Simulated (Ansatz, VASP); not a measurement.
## Ag (Silver): VASP beside Ansatz

Aim: how closely do two programs agree when they are given the same cell, functional and k mesh? The cell is taken from a series of VASP runs on this material, whose earlier steps may have relaxed, scaled or displaced it; both programs get it as it stands.

Program: Ansatz 0.2.0. Level of theory: plane waves, with VASP 6.6.1 beside it; relaxation of cell and atoms at r2SCAN with rVV10. Results are calculated unless marked as measured.

### Step 1. Starting point

Symmetry: Fm-3m, No. 225, cubic system. The conventional cell has a = 4.086 Å, b = 4.086 Å, c = 4.086 Å, α = 90.00°, β = 90.00°, γ = 90.00°. Ag has 12 Ag at 2.89 Å nearest.

Coordinates:

```cif
data_structure
_symmetry_space_group_name_H-M 'Fm-3m'
_symmetry_Int_Tables_number 225
_cell_length_a 4.0860
_cell_length_b 4.0860
_cell_length_c 4.0860
_cell_angle_alpha 90.000
_cell_angle_beta 90.000
_cell_angle_gamma 90.000
_cell_volume 68.22
loop_
_atom_site_label
_atom_site_type_symbol
_atom_site_symmetry_multiplicity
_atom_site_Wyckoff_symbol
_atom_site_fract_x
_atom_site_fract_y
_atom_site_fract_z
_atom_site_occupancy
Ag1 Ag 4 a 0.00000 0.00000 0.00000 1
```

### Step 2. Ansatz: relaxation of cell and atoms, r2SCAN with rVV10

Ansatz runs on its default PAW (the set named soft_2) files.

The relaxed volume is the usual yardstick between codes: its relative difference is about their pressure difference at one cell divided by the bulk modulus.

input.yaml

```yaml
crystal:
  lattice:
    - [0.0, 2.043, 2.043]
    - [2.043, 0.0, 2.043]
    - [2.043, 2.043, 0.0]
  atoms:
    - { symbol: Ag, position: [0.0, 0.0, 0.0] }
hamiltonian:
  xc: r2scan
  pseudopotentials: { kind: paw }
  dispersion: rvv10
kpoints:
  mp_grid: { grid: [12, 12, 12] }
scf:
  occupations: { method: methfessel_paxton, width: 0.1 }
relax:
  f_tol: 0.01
  max_steps: 60
  cell: { stress_tol: 0.05 }
output:
  forces: true
  stress: true
  write_density: true
  write_potential: true
  elf: true
  volumetric_format: npy
```

On the command line:

```
ansatz run input.yaml --threads 4 --pin off --max-ram 9216MiB --backend cpu --events-out ev --progress --plain --runs-dir out
```

Numbers of over 12 decimals in the logs are rounded to 6 here.

The log of the run:

```text
Engine: ansatz 0.2.0, aarch64-unknown-linux-gnu
Pseudopotentials: kind: paw
Pseudopotential: Ag, paw, valence charge 19, recommended cutoff 500 eV (meta_gga), Ag.paw.azcp
Functional definition: r2SCAN+rVV10
  parameter k0 = 0.174
  parameter k1 = 0.065
  parameter a1 = 4.9479
  exchange = r2scan_x(k0 = k0, k1 = k1, a1 = a1)
  correlation = r2scan_c + rvv10(11.95, 0.0093)
Crystal: 1 atoms, lattice volume = 17.054 Å³
Basis set: ecut = 500 eV, 411 PW (Γ), exchange–correlation on 96×96×96 points (64 copies of the dense FFT grid, shifted against one another)
Bands: 14, of which v1, the nominal top of the filled ones, is band 10 counted from 1 (9 counted from 0)
Symmetry: 48 space group operations
Space group: Fm-3m (ITA 225), of the structure as read, at distance tolerance 2.6e-5 Å
k-points: 72 of 1728
Non-local potential: Ag, projectors of the file, l = 0: 3, l = 1: 2, l = 2: 2, l = 3: 1
PAW form: soft (Blöchl's): semilocal exchange-correlation on the pseudo side does not see the compensation charge
rVV10 density: all electrons in the spheres
PAW frozen core: Ag, regenerated for the run's functional (the file was generated under x = pbe(κ = 0.804, μ = 0.219515), c = pbe(β = 0.066725))
PAW one-centre angular grid: Ag, 590 points (default); XC on 160 Gauss nodes
Initial density: superposition of atomic densities (neutral atoms: chi_scale 0, normalization atom), corrected by the library's trained network
Initial wavefunctions: pseudopotential atomic-orbital guess
Functional: x = r2scan, c = r2scan + rvv10(b = 11.95, C = 0.0093); τ floored in thin density (d = 2e-4 eV/Å³)
SCF iter   1: F=—  HF=-7602.199839 eV  |F-HF|=—  |Δ(HF+E_count)|=         —  Δρ=9.47e-3  dr2=1.27e-2  dr2_τ=6.08e-4  ethr=1.77e-3  ⟨swp⟩=4.4  Hψ=5121  notcnv=0
preconditioner: auto → none  [insulator: Δε(μ)=0.230 eV  Ē_g=17.051 eV  σ=0.100 eV  W_gap=0.73  n_scr=8 (ndim 8)  ℏωp=29.8 eV  f_vac=0.000  D(μ)=0.52/eV (n_scr^D=0)  ε∞_Penn≈4.1]
SCF iter   2: F=—  HF=-7602.198831 eV  |F-HF|=—  |Δ(HF+E_count)|=   1.01e-3  S|Δr|=    0.00e0  Δρ=5.41e-3  dr2=1.71e-3  dr2_τ=4.66e-4  ethr=6.68e-5  ⟨swp⟩=2.3  Hψ=2022  notcnv=0  defer=23
SCF iter   3: F=—  HF=-7602.198614 eV  |F-HF|=—  |Δ(HF+E_count)|=   2.16e-4  S|Δr|=    0.00e0  Δρ=2.12e-3  dr2=3.82e-4  dr2_τ=2.00e-5  ethr=9.01e-6  ⟨swp⟩=2.4  Hψ=1532  notcnv=0  defer=23
SCF iter   4: F=—  HF=-7602.198574 eV  |F-HF|=—  |Δ(HF+E_count)|=   4.07e-5  S|Δr|=    0.00e0  Δρ=8.03e-4  dr2=5.11e-5  dr2_τ=5.60e-6  ethr=2.01e-6  ⟨swp⟩=1.0  Hψ=980  notcnv=0  defer=23
SCF iter   5: F=—  HF=-7602.198569 eV  |F-HF|=—  |Δ(HF+E_count)|=   4.90e-6  S|Δr|=    0.00e0  Δρ=1.62e-4  dr2=2.10e-6  dr2_τ=2.41e-7  ethr=2.69e-7  ⟨swp⟩=1.0  Hψ=990  notcnv=0  defer=23
SCF iter   6: F=-7602.198569 eV  HF=-7602.198569 eV  |F-HF|=9.91e-8  |Δ(HF+E_count)|=   3.18e-7  S|Δr|=    0.00e0  Δρ=2.05e-5  dr2=3.54e-8  dr2_τ=4.61e-9  ethr=5.26e-10  ⟨swp⟩=5.2  Hψ=5335  notcnv=0
SCF 1 converged in 6 iterations: F = -7602.198569 eV  dr2 = 3.54e-8
  greatest PAW one-centre occupation: 1.000 electrons in one spin orbital (limit 2), on the Ag atom at site 0 (counted from 0), in its partial waves of l = 1
relax step   1: F+E_penalty+E_count = -7602.19856933 eV  Δ(F+E_penalty+E_count) = +0.000e0 eV  max|allowed force component| = 0.000e0 eV/Å  Δτ_max = 0.0000 Å  P = -0.560 GPa  Ω = 17.054 Å³  (6 SCF iters, dr2 threshold 1.00e-7 eV, accepted)
[...]
relax step   2: F+E_penalty+E_count = -7602.19872624 eV  Δ(F+E_penalty+E_count) = -1.569e-4 eV  max|allowed force component| = 0.000e0 eV/Å  Δτ_max = 0.0000 Å  P = +0.449 GPa  Ω = 16.897 Å³  energy of the carried Pulay correction = +9.795e-5 eV  (7 SCF iters, dr2 threshold 1.00e-7 eV, accepted)
[...]
relax step   3: F+E_penalty+E_count = -7602.19877937 eV  Δ(F+E_penalty+E_count) = -5.313e-5 eV  max|allowed force component| = 0.000e0 eV/Å  Δτ_max = 0.0000 Å  P = -0.003 GPa  Ω = 16.967 Å³  energy of the carried Pulay correction = +5.447e-5 eV  (6 SCF iters, dr2 threshold 1.00e-7 eV, accepted)
[...]
relax step   4: F+E_penalty+E_count = -7602.19872701 eV  Δ(F+E_penalty+E_count) = +5.236e-5 eV  max|allowed force component| = 0.000e0 eV/Å  Δτ_max = 0.0000 Å  P = -0.007 GPa  Ω = 16.967 Å³  stress off target by 6.96e-3 GPa  SCF on the basis re-selected at this cell (its energy is not comparable with the rows above)  (5 SCF iters)
basis re-selected at this cell: Δ(F+E_penalty+E_count) = +5.236e-5 eV, ΔP = -0.004 GPa vs the last step (what re-selecting the basis moved, of the pressure what is left beyond the Pulay correction that the steps carried, after the strain that the cell walked since its last selection, with what the two solves' SCF thresholds leave and, on support functions, any second-order correction that the steps lacked; it is no measure of the basis error at this ecutwfc). This SCF's stress stands 6.96e-3 GPa from its target on what of the cell is left free (relax.cell.stress_tol is 5.00e-2 GPa) and its largest allowed force component is 0.00e0 eV/Å (relax.f_tol is 1.00e-2 eV/Å): [rest of the remark cut]
SCF converged after 5 iterations
Stability not checked: this state was not tested for a lower state beside it, because cold or Methfessel-Paxton smearing, or corrected tetrahedra, fill the levels in a way that the test cannot read (fill_not_monotonic; see scf.lower_state_search)
Free energy (F): -7602.198727 eV
Harris-Foulkes:  -7602.198727 eV  (|F-HF|=1.82e-12)
Internal energy: -7602.198095 eV  (E = F + TS)
E sigma→0 (E₀):  -7602.198569 eV
Entropy (-TS):   -0.000632 eV (-0.632 meV/atom)
Fermi energy:    17.410506 eV
--- Per-component energies (eV) ---
  E_band       = -252.716441
  E_kinetic    = 528.199450
  E_local      = -2189.610090  (includes V_loc(G=0)·N_el)
  E_nonlocal   = 81.025069
  E_hartree    = 999.244773
  E_xc         = -176.881975
  E_vxc        = -262.762601  (∫ρ·V_xc dr)
  E_paw        = -3922.175866  (= ΣΔE_a)
  E_vpaw       = -426.994437  (= ΣTr[D̂ρ^β])
  E_aug_tail   = 0.000061  (compensation charges beyond the density's cutoff)
  E_vtau       = 18.936555  (kinetic-family band-sum trace: ∫τ·v_τ [+ j·A + Jᵃ·Aᵃ] dr)
  E_ewald      = -2921.490208
  E_core_change = -0.509311  (= ΣΔE_core)
  E_smearing   = -0.000632  (= −TS)
  E_closure    = 0.000000  (closes the sum)
  Σ components = -7602.198727   (vs F -7602.198727, Δ=0.00e0)
--- Forces (eV/Å), atoms counted from 1 ---
  atom   1  Ag     0.00000000     0.00000000    -0.00000000
  max |Σ_I F_I| component: 1.85e-32 eV/Å
--- Stress (GPa, compression-positive) ---
       -0.006957      -0.000000      -0.000000
       -0.000000      -0.006957       0.000000
       -0.000000       0.000000      -0.006957
  P = ⅓ Tr σ = -0.0070 GPa (-0.070 kbar)
--- Band table (eV; the first three rows and the last of 72) ---
  k-point 0: bands = [... 6 lower, 12.2840, 12.2840, 13.3389, 13.3389, 33.8171, 37.6128, 37.6128, 37.6128]
  k-point 1: bands = [... 6 lower, 12.3442, 12.3442, 13.3172, 13.3172, 33.8277, 36.0211, 37.7183, 37.7183]
  k-point 2: bands = [... 6 lower, 12.4643, 12.4643, 13.3122, 13.3122, 32.2187, 34.7868, 37.9134, 37.9134]
  k-point 71: bands = [... 6 lower, 12.0149, 13.3521, 14.3833, 23.6554, 23.6554, 24.7597, 25.9338, 40.7558]
--- Relaxed structure (3 steps of the walk, 3 accepted, 1 SCFs on fresh bases) ---
  F+E_penalty+E_count = -7602.19872701 eV   max|allowed force component| = 0.000e0 eV/Å   (the final SCF, on the basis selected at the relaxed cell)
  cell:  # Å, volume = 16.9665 Å³
    - [0, 2.039487, 2.039487]
    - [2.039487, 0, 2.039487]
    - [2.039487, 2.039487, 0]
  atoms:
    - { symbol: Ag, position: [0.0, 0.0, 0.0] }
```

It took 3.8 s on 4 threads of Arm Neoverse V1, shared host; peak memory 0.37 GiB.

### Step 3. VASP: relaxation of cell and atoms, r2SCAN with rVV10

The same cell, functional, mesh and smearing now go to VASP, with its own data sets and cutoff.

Lines of VASP's logs that name or quote its potential files are left out, and so is its time.

INCAR

```
SYSTEM = Ag
PREC = Accurate
ENCUT = 450
EDIFF = 1E-06
NELM = 100
ISMEAR = 1
SIGMA = 0.1
LREAL = .FALSE.
ALGO = Normal
METAGGA = R2SCAN
LUSE_VDW = .TRUE.
IVDW_NL = 2
BPARAM = 11.95
CPARAM = 0.0093
LASPH = .TRUE.
NBANDS = 11
LORBIT = 11
LWAVE = .FALSE.
LCHARG = .FALSE.
KPAR = 2
IBRION = 2
NSW = 50
ISIF = 3
EDIFFG = -0.01
```

POSCAR

```
Ag
1.0
    0.0000000000      2.0430000000      2.0430000000
    2.0430000000      0.0000000000      2.0430000000
    2.0430000000      2.0430000000      0.0000000000
Ag
1
Direct
    0.0000000000      0.0000000000      0.0000000000
```

KPOINTS

```
Automatic mesh
0
Gamma
12 12 12
0 0 0
```

The projector-augmented-wave data sets are Ag (PBE family, release 64).

On the command line:

```
mpirun -np 2 vasp_std
```

The log of the run:

```text
[banner, memory and clock lines left out]
running    2 mpi-ranks, on    1 nodes
 distrk:  each k-point on    1 cores,    2 groups
 distr:  one band on    1 cores,    1 groups

 POSCAR found type information on POSCAR Ag
 POSCAR found :  1 types and       1 ions
|                                                                             |
|               ----> ADVICE to this user running VASP <----                  |
|                                                                             |
|     You have switched on vdW-DFT.                                           |
|     This routine was written and supplied by Jiri Klimes. We recommend      |
|     that you carefully read and cite the following publications:            |
|       J. Klimes, D.R. Bowler, A. Michelides                                 |
|          J. Phys.: Cond Matt. 22 022201 (2010)                              |
|       J. Klimes, D.R. Bowler, A. Michelides                                 |
|          Phys. Rev. B. 83, 195131 (2011)                                    |
|     and references therein.                                                 |
|                                                                             |

|                                                                             |
|               ----> ADVICE to this user running VASP <----                  |
|                                                                             |
|     You enforced a specific xc type in the INCAR file but a different       |
|     [... a line on the potential file left out ...]
|     I HOPE YOU KNOW WHAT YOU ARE DOING!                                     |
|                                                                             |

 LDA part: xc-table for (None), standard interpolation
 POSCAR, INCAR and KPOINTS ok, starting setup
 FFT: planning ... GRIDC
 FFT: planning ... GRID_SOFT
 FFT: planning ... GRID
 WAVECAR not read
 entering main loop
       N       E                     dE             d eps       ncg     rms          rms(c)
Total rVV10 correction in eV:      0.3381033    14.3274867
Total rVV10 correction in eV:      0.3381033    14.3274867
DAV:   1     0.257729288687E+02    0.25773E+02   -0.52859E+03  1640   0.821E+02
DAV:   2    -0.238273865808E+02   -0.49600E+02   -0.47360E+02  1818   0.193E+02
DAV:   3    -0.245234540996E+02   -0.69607E+00   -0.69578E+00  1802   0.246E+01
DAV:   4    -0.245263354713E+02   -0.28814E-02   -0.28812E-02  1752   0.162E+00
DAV:   5    -0.245263710970E+02   -0.35626E-04   -0.35626E-04  1875   0.157E-01    0.618E+00
Total rVV10 correction in eV:      0.3208075    14.3274871
Total rVV10 correction in eV:      0.3208075    14.3274871
DAV:   6    -0.210743186777E+02    0.34521E+01   -0.61364E+00  1620   0.252E+01    0.474E+00
Total rVV10 correction in eV:      0.3228681    14.3274872
Total rVV10 correction in eV:      0.3228681    14.3274872
DAV:   7    -0.210337111783E+02    0.40607E-01   -0.16652E-01  1746   0.371E+00    0.260E+00
Total rVV10 correction in eV:      0.3221698    14.3274872
Total rVV10 correction in eV:      0.3221698    14.3274872
DAV:   8    -0.210325800080E+02    0.11312E-02   -0.51308E-02  1697   0.220E+00    0.348E-01
Total rVV10 correction in eV:      0.3207539    14.3274872
Total rVV10 correction in eV:      0.3207539    14.3274872
DAV:   9    -0.210302638800E+02    0.23161E-02   -0.11807E-02  1743   0.106E+00    0.406E-02
Total rVV10 correction in eV:      0.3204630    14.3274872
Total rVV10 correction in eV:      0.3204630    14.3274872
DAV:  10    -0.210304248574E+02   -0.16098E-03   -0.32388E-04  1785   0.184E-01    0.463E-02
Total rVV10 correction in eV:      0.3205414    14.3274872
Total rVV10 correction in eV:      0.3205414    14.3274872
DAV:  11    -0.210303950489E+02    0.29809E-04   -0.71818E-05  1748   0.814E-02    0.180E-02
Total rVV10 correction in eV:      0.3206175    14.3274872
Total rVV10 correction in eV:      0.3206175    14.3274872
DAV:  12    -0.210303894461E+02    0.56027E-05   -0.28763E-05  1786   0.556E-02    0.892E-04
Total rVV10 correction in eV:      0.3206147    14.3274872
Total rVV10 correction in eV:      0.3206147    14.3274872
DAV:  13    -0.210303895051E+02   -0.58904E-07   -0.44240E-07   942   0.650E-03
Total rVV10 correction in eV:      0.3206273    14.3274872
Total rVV10 correction in eV:      0.3206273    14.3274872
Total rVV10 correction in eV:      0.3206260    14.3274872
Total rVV10 correction in eV:      0.3206260    14.3274872
   1 F= -.21030390E+02 E0= -.21030181E+02  d E =-.210304E+02
 curvature:   0.00 expect dE= 0.000E+00 dE for cont linesearch  0.000E+00
 trial: gam= 0.00000 g(F)=  0.188E-62 g(S)=  0.713E-06 ort = 0.000E+00 (trialstep = 0.100E+01)
 search vector abs. value=  0.713E-06
 reached required accuracy - stopping structural energy minimisation
```

Parts of OUTCAR (step 3):

```text
ion  position               nearest neighbor table
   1  0.000  0.000  0.000-

  LATTYP: Found a face centered cubic cell.
 ALAT       =     4.0860000000

 Subroutine GETGRP returns: Found 48 space group operations
 (whereof 48 operations were pure point group operations)

The static configuration has the point symmetry O_h .

 Found     72 irreducible k-points:

   k-points           NKPTS =     72   k-points in BZ     NKDIM =     72   number of bands    NBANDS=     11

   dimension x,y,z NGX =    20 NGY =   20 NGZ =   20
   dimension x,y,z NGXF=    40 NGYF=   40 NGZF=   40

   ENCUT  =  450.0 eV  33.07 Ry    5.75 a.u.   5.00  5.00  5.00*2*pi/ulx,y,z

   NELECT =      11.0000    total number of electrons

 k-points in reciprocal lattice and weights: Automatic mesh
   0.00000000  0.00000000  0.00000000       0.001
   0.08333333  0.00000000  0.00000000       0.005
   0.16666667  0.00000000  0.00000000       0.005
   0.25000000  0.00000000  0.00000000       0.005
   0.33333333  0.00000000  0.00000000       0.005
   0.41666667  0.00000000  0.00000000       0.005
   0.50000000  0.00000000  0.00000000       0.002
   0.08333333  0.08333333  0.00000000       0.003
   0.16666667  0.08333333  0.00000000       0.014
[...]
-0.33333333  0.50000000  0.16666667       0.007
  -0.25000000  0.50000000  0.25000000       0.003

 average (electrostatic) potential at core
       1 -75.8046

 E-fermi :   8.3675

 k-point     1 :       0.0000    0.0000    0.0000
  band No.  band energies     occupation
    ...
      2       3.2830      2.00000
      3       3.2830      2.00000
      4       3.2830      2.00000
      5       4.3309      2.00000
      6       4.3309      2.00000
      7      25.0435      0.00000
      8      28.7691      0.00000
      9      28.7691      0.00000
     10      28.7691      0.00000
     11      33.7134      0.00000

 k-point     2 :       0.0833    0.0000    0.0000
  band No.  band energies     occupation
    ...
      2       3.2353      2.00000
      3       3.3428      2.00000
      4       3.3428      2.00000
      5       4.3095      2.00000
      6       4.3095      2.00000
      7      25.0208      0.00000
      8      27.1123      0.00000
      9      28.8466      0.00000
     10      28.8466      0.00000
     11      33.4276      0.00000

 k-point     3 :       0.1667    0.0000    0.0000
  band No.  band energies     occupation
    ...
      2       3.1909      2.00000
      3       3.4622      2.00000
      4       3.4622      2.00000
      5       4.3046      2.00000
      6       4.3046      2.00000
      7      23.2113      0.00000
      8      25.9770      0.00000
      9      28.9620      0.00000
     10      28.9620      0.00000
     11      32.2127      0.00000

  Total        0.0022196      0.0022196      0.0022196      0.0000000      0.0000000     -0.0000000
  in kB        0.2085220      0.2085220      0.2085220      0.0000000      0.0000000     -0.0000000
  external PRESSURE =       0.2085220 kB  Pullay stress =       0.0000000 kB

  energy-cutoff  :      450.00
  volume of cell :       17.05
      direct lattice vectors                 reciprocal lattice vectors
     0.000000000  2.043000000  2.043000000    -0.244738130  0.244738130  0.244738130
     2.043000000  0.000000000  2.043000000     0.244738130 -0.244738130  0.244738130
     2.043000000  2.043000000  0.000000000     0.244738130  0.244738130 -0.244738130

 POSITION                                       TOTAL-FORCE (eV/Angst)
 -----------------------------------------------------------------------------------
      0.00000      0.00000      0.00000         0.000000      0.000000      0.000000
 -----------------------------------------------------------------------------------
    total drift:                                0.000000     -0.000000     -0.000000

  FREE ENERGIE OF THE ION-ELECTRON SYSTEM (eV)
  ---------------------------------------------------
  free  energy   TOTEN  =       -21.0303895051 eV

  energy  without entropy=      -21.0297633013  energy(sigma->0) =      -21.03018077

 reached required accuracy - stopping structural energy minimisation

 total charge
# of ion       s       p       d       tot
------------------------------------------
    1        0.446   0.297   9.176   9.919

[... 3 further parts left out ...]
```

CONTCAR:

```
Ag
   1.00000000000000
     0.0000000000000000    2.0430000000000001    2.0430000000000001
     2.0430000000000001    0.0000000000000000    2.0430000000000001
     2.0430000000000001    2.0430000000000001    0.0000000000000000
  Ag
     1
Direct
     0.0000000000000000    0.0000000000000000    0.0000000000000000
```

### Step 4. Differences

Known differences besides the potentials themselves: VASP keeps PBE cores, Ansatz makes them for the functional; both relaxations stop at a tolerance, which leaves soft axes loose, and VASP keeps its plane-wave basis; the data sets hold 19 valence electrons in Ansatz (default PAW (the set named soft_2) files) and 11 in VASP; the cutoff is 500 eV in Ansatz and 450 eV in VASP; Ansatz adds a Pulay correction to the stress that steers its cell, VASP none. Total energies have different zeros and are not compared.

The two programs side by side:

```
                                         quantity  Ansatz   VASP  difference
                                      volume (Å³)   16.97  17.05     -0.52 %
edge a after relaxation, in the typed setting (Å)   2.884  2.889     -0.17 %
```

The walks stopped with -0.01 GPa left in Ansatz and 0.02 GPa in VASP; each walk ends within a tolerance, so the volume difference is uncertain by about these residues over the bulk modulus, most in soft cells.

### Step 5. What came out

```
difference in volume (relaxation of cell and atoms, r2SCAN with rVV10) : -0.52 %
```

The difference in volume is -0.52 % (relaxation of cell and atoms, r2SCAN with rVV10), within the 1.2 % picked in this series as the mark of a large difference, as far as the stopping tolerances let one tell. Such differences can come from data sets, numerical settings and the points named under the comparisons, not from the functional's error against experiment.

[Lines on the potential files, build, host, timing and source positions are cut from VASP's logs without a mark.]

[Logs are printed without paths, hosts, clocks, repeated set-up lines and the standing remarks that a program may print on its own settings, such as how far it seeks lower states.]

[Hosts, paths, dates, database ids (printed as entryN), source tags and the programs' standing remarks are cut or masked in the printed files.]
